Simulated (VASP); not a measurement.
Consider the following.

```yaml
crystal:
  lattice:
    - [3.71252, 0.00000, 0.00000]
    - [-1.85626, 3.21514, 0.00000]
    - [0.00000, 0.00000, 6.33109]
  atoms:
    - { symbol: Ga, position: [0.00000, 0.00000, 0.00000] }
    - { symbol: Ga, position: [0.00000, 0.00000, 0.50000] }
    - { symbol: As, position: [0.33333, 0.66667, 0.25000] }
    - { symbol: As, position: [0.66667, 0.33333, 0.75000] }
```

Calculation: PBEsol GGA, VASP's PBE PAW potentials (set 64) (plane waves; VASP). Numerical set-up: 500 eV cut-off, 10×10×5 Γ-centred mesh, first-order Methfessel-Paxton smearing of 0.10 eV, potentials Ga_d As.

Predict the energy per atom (σ→0), band gap (on the k-mesh) with the smallest direct gap where there is one.

| Quantity | Value |
|---|---|
| band gap (on the k-mesh) | none (metal, semimetal or under 0.01 eV) |
| energy per atom (σ→0) | -409.8 kJ/mol-atom |

The absolute energy has meaning only against runs of the same code, potentials and settings.

The structure was generated: GaAs was put into the NiAs type type (P6_3/mmc), which need not be its known phase. It was relaxed first, which changed the volume by +11 %.
